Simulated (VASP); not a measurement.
For cubic NaF (rock salt), VASP with LDA (Ceperley-Alder, Perdew-Zunger), VASP's LDA PAW potentials (set 64) gives ε∞ = 1.92, a static ε₀ = 4.52 and a transverse optical mode at 280 cm⁻¹.

Estimate the longitudinal optical frequency at Γ.

By the Lyddane-Sachs-Teller relation, ω_LO = ω_TO √(ε₀/ε∞) = 280 × √(4.52/1.92) = 430 cm⁻¹.

Measured: ε∞ 1.74 at 297 K (computed value off by +10.2 %), as given by H. H. Li, Journal of Physical and Chemical Reference Data (1976), doi:10.1063/1.555536 [long-wavelength limit of the electronic terms of a dispersion formula fitted to measured refractive indices over 0.15-17.0 um; lattice terms left out].

The compound is NaF in the rock salt structure. It was relaxed first, which changed the volume by -8 %.
